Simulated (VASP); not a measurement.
Here is the system:

```xyz
6
Lattice="4.7561 0.0000 0.0000 0.0000 4.7561 0.0000 0.0000 0.0000 3.1683" Properties=species:S:1:pos:R:3 pbc="T T T"
Zn     2.3780     2.3780     1.5841
Zn     0.0000     0.0000     0.0000
F      3.3143     3.3143     0.0000
F      1.4418     1.4418     0.0000
F      3.8198     0.9363     1.5841
F      0.9363     3.8198     1.5841
```

Method: PBEsol GGA, VASP's PBE PAW potentials (set 64) (plane waves; VASP 6.6.1). Numerical set-up: 400 eV cut-off, 4×4×4 Γ-centred mesh, Fermi-Dirac smearing of 0.14 eV, potentials Zn F.

At this cut-off the stress carries a Pulay error, which pulls relaxed volumes low.  Energy and stress use the plane-wave basis of the starting cell.

The ions, cell shape and volume are relaxed. Predict the relaxed structure.

```xyz
6
Lattice="4.6261 0.0000 0.0000 0.0000 4.6261 0.0000 0.0000 0.0000 3.1040" Properties=species:S:1:pos:R:3 pbc="T T T"
Zn     2.3130     2.3130     1.5520
Zn     4.6261     0.0000     0.0000
F      3.2266     3.2266     0.0000
F      1.3994     1.3994     3.1040
F      3.7125     0.9136     1.5520
F      0.9136     3.7125     1.5520
```
Space group P4_2/mnm (136), at a tolerance of 0.03 Å.

How do energy and volume change from the first to the last step?

The energy (σ→0) changes by -37.8 meV/atom and the volume by -7.3 %, in 8 ionic steps.

The structure comes from a computed database's ZnF2 entry; how it stands against other phases isn't given here. This run relaxes it. Symmetry was kept, so distortions that lower it aren't found. The k-mesh is coarse (spacing up to 0.51 per Å, 2π included), so the numbers may not be converged in it. The run is one of a series of settings (EDIFFG = -0.01, IBRION = 2, ISIF = 3, ISMEAR = -1, NSW = 50, SIGMA = 0.136, KPOINTS 4×4×4 Γ-centred mesh against the base run), some of them coarse on purpose.
